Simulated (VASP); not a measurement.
All values below come from PBE GGA with D3 dispersion (zero damping), VASP's PBE PAW potentials (set 64) (plane waves; VASP 6.6.1).

A VASP calculation is set up with these files.

File KPOINTS:
```
Automatic mesh
0
Gamma
8 8 8
0 0 0
```

### INCAR
```
NSW  =  60   ! most ionic steps
LWAVE  =  F
NELM  =  100   ! most electronic steps
LREAL  =  F   ! projection in real space or not
EDIFF  =  1E-6   ! SCF stop (eV)
ISIF  =  3   ! ions, shape and volume
ENCUT  =  520
IVDW  =  11
GGA  =  PE
ALGO  =  Normal
SYSTEM  =  LiCl
PREC  =  Accurate
EDIFFG  =  -0.01
IBRION  =  2
LCHARG  =  F
ISMEAR  =  0   ! Gaussian
LASPH  =  T   ! aspherical one-centre terms
SIGMA  =  0.05
```

File POSCAR:
```
LiCl
1
    0.0000000000     2.5401401253     2.5401401253
    2.5401401253    -0.0000000000     2.5401401253
    2.5401401253     2.5401401253    -0.0000000000
Li Cl
1 1
Direct
  0.0000000000   0.0000000000   0.0000000000
  0.5000000000   0.5000000000   0.5000000000
```

POTCAR, in this order: Li_sv Cl (PBE.64 set). Program: vasp_std.

The run wrote:

**OSZICAR**
```
       N       E                     dE             d eps       ncg     rms          rms(c)
DAV:   1     0.453728897443E+02    0.45373E+02   -0.45806E+03   522   0.105E+03
DAV:   2    -0.546651052311E+01   -0.50839E+02   -0.49522E+02   708   0.165E+02
DAV:   3    -0.738500462701E+01   -0.19185E+01   -0.19165E+01   651   0.392E+01
DAV:   4    -0.744200169673E+01   -0.56997E-01   -0.56868E-01   791   0.635E+00
DAV:   5    -0.744275961894E+01   -0.75792E-03   -0.75789E-03   723   0.637E-01    0.242E+00
DAV:   6    -0.737488952906E+01    0.67870E-01   -0.16416E-01   580   0.238E+00    0.174E+00
DAV:   7    -0.737636072076E+01   -0.14712E-02   -0.57050E-02   765   0.156E+00    0.929E-01
DAV:   8    -0.738041996676E+01   -0.40592E-02   -0.86773E-03   583   0.785E-01    0.141E-01
DAV:   9    -0.738040475450E+01    0.15212E-04   -0.30397E-04   681   0.156E-01    0.409E-02
DAV:  10    -0.738046440941E+01   -0.59655E-04   -0.10981E-04   577   0.964E-02    0.244E-02
DAV:  11    -0.738047040486E+01   -0.59955E-05   -0.60608E-06   789   0.230E-02    0.579E-03
DAV:  12    -0.738047181818E+01   -0.14133E-05   -0.36848E-07   546   0.576E-03    0.334E-03
DAV:  13    -0.738047118461E+01    0.63357E-06   -0.14322E-07   298   0.342E-03
   1 F= -.77199871E+01 E0= -.77199871E+01  d E =-.771999E+01
```

OUTCAR:
```
------------------------ aborting loop because EDIFF is reached ----------------------------------------
 Edisp (eV)   -0.33952
  FORCE on cell =-STRESS in cart. coord.  units (eV):
  Direction    XX          YY          ZZ          XY          YZ          ZX
  --------------------------------------------------------------------------------------
  Total      -0.00860    -0.00860    -0.00860     0.00000    -0.00000     0.00000
  in kB      -0.42058    -0.42058    -0.42058     0.00000    -0.00000     0.00000
  external pressure =       -0.42 kB  Pullay stress =        0.00 kB
  volume of cell :       32.78
      direct lattice vectors                 reciprocal lattice vectors
     0.000000000  2.540140125  2.540140125    -0.196839535  0.196839535  0.196839535
     2.540140125  0.000000000  2.540140125     0.196839535 -0.196839535  0.196839535
     2.540140125  2.540140125  0.000000000     0.196839535  0.196839535 -0.196839535
  FREE ENERGIE OF THE ION-ELECTRON SYSTEM (eV)
  ---------------------------------------------------
  free  energy   TOTEN  =        -7.7199871200 eV

  energy  without entropy=       -7.7199871200  energy(sigma->0) =       -7.71998712

 reached required accuracy - stopping structural energy minimisation
```
(Selected blocks of OUTCAR.)

### OUTCAR
```
 val. band max:        0.8006993993   @ k =   0.0000   0.0000   0.0000

 cond. band min:       7.3111382421   @ k =   0.0000   0.0000   0.0000


 Fermi energy:         1.1011577282

 k-point     1 :       0.0000    0.0000    0.0000
  band No.  band energies     occupation
      1     -42.6731      2.00000
      2     -12.6999      2.00000
      3       0.8007      2.00000
      4       0.8007      2.00000
      5       0.8007      2.00000
      6       7.3111      0.00000
      7      12.7622      0.00000
      8      12.7622      0.00000
      9      12.7622      0.00000

 k-point     2 :       0.1250    0.0000    0.0000
  band No.  band energies     occupation
      1     -42.6727      2.00000
      2     -12.6196      2.00000
      3       0.2543      2.00000
      4       0.7575      2.00000
      5       0.7575      2.00000
      6       7.7717      0.00000
      7      11.9936      0.00000
      8      12.6817      0.00000
      9      12.6817      0.00000

 k-point     3 :       0.2500    0.0000    0.0000
  band No.  band energies     occupation
      1     -42.6716      2.00000
      2     -12.4145      2.00000
      3      -0.8418      2.00000
      4       0.6589      2.00000
      5       0.6589      2.00000
      6       8.1354      0.00000
      7      11.5318      0.00000
      8      11.5318      0.00000
      9      11.9156      0.00000

 k-point     4 :       0.3750    0.0000    0.0000
  band No.  band energies     occupation
      1     -42.6704      2.00000
      2     -12.1906      2.00000
      3      -1.7720      2.00000
      4       0.5678      2.00000
      5       0.5678      2.00000
      6       7.7929      0.00000
      7      10.6269      0.00000
      8      10.6270      0.00000
      9      13.2220      0.00000

 k-point     5 :       0.5000    0.0000    0.0000
  band No.  band energies     occupation
      1     -42.6700      2.00000
      2     -12.0913      2.00000
      3      -2.1297      2.00000
...
```

The compound is LiCl in the rock salt structure. It was relaxed first. The start is the result of an earlier pass.
